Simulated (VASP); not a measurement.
An input for Quantum ESPRESSO's pw.x (written as the equivalent of a VASP run, and not itself run):

```
&CONTROL
  calculation = 'vc-relax'
  pseudo_dir = './pseudo'
  outdir = './out'
  tprnfor = .true.
  tstress = .true.
  nstep = 60
  forc_conv_thr = 0.00039
/
&SYSTEM
  ibrav = 0
  nat = 2
  ntyp = 2
  ecutwfc = 84
  occupations = 'smearing'
  smearing = 'gaussian'
  degauss = 0.003675
  input_dft = 'vdw-df-ob86'
/
&ELECTRONS
  conv_thr = 7.3e-08
  electron_maxstep = 100
/
&IONS
/
&CELL
/
ATOMIC_SPECIES
  Al 26.982 Al.upf
  As 74.922 As.upf
CELL_PARAMETERS angstrom
    -0.0000000    2.8545412    2.8545412
     2.8545412    0.0000000    2.8545412
     2.8545412    2.8545412    0.0000000
ATOMIC_POSITIONS crystal
  Al   0.0000000  0.0000000  0.0000000
  As   0.2500000  0.2500000  0.2500000
K_POINTS automatic
  7 7 7 0 0 0
```

### Question
Translate this input to VASP (INCAR, KPOINTS, POSCAR, choice of POTCAR).

### Answer
One answer among several that fit: 
### INCAR
```
! general
SYSTEM  =AlAs
PREC    =Accurate
ENCUT   =520
LREAL   =.False.
LASPH   =.True.

! electronic loop
EDIFF   =1E-6
NELM    =100
ALGO    =Normal
LMAXMIX =4

! smearing
ISMEAR  =0
SIGMA   =0.05

! functional
GGA     =MK
LUSE_VDW=.True.
AGGAC   =0.0
PARAM1  =0.1234
PARAM2  =1.0

! ions
IBRION  =2
NSW     =60
ISIF    =3
EDIFFG  =-0.01

! output
LWAVE   =.False.
LCHARG  =.False.
```

**KPOINTS**
```
Regular mesh
0
G
  7 7 7
```

POSCAR:
```
AlAs
1
   -0.0000000000     2.8545411504     2.8545411504
    2.8545411504     0.0000000000     2.8545411504
    2.8545411504     2.8545411504     0.0000000000
Al As
1 1
Direct
  0.0000000000   0.0000000000   0.0000000000
  0.2500000000   0.2500000000   0.2500000000
```

POTCAR, in this order: Al As (PBE.64 set). Program: vasp_std.

What does not carry over: the potentials are each code's own (VASP's PAW set, PseudoDojo norm-conserving files in pw.x), so ENCUT and ecutwfc are chosen apart and not converted; conv_thr bounds pw.x's estimated SCF error, while EDIFF bounds the energy change between steps; forc_conv_thr acts on force components and is met together with etot_conv_thr.

The compound is AlAs in the zinc blende structure. It was relaxed first. The start is the result of an earlier pass.
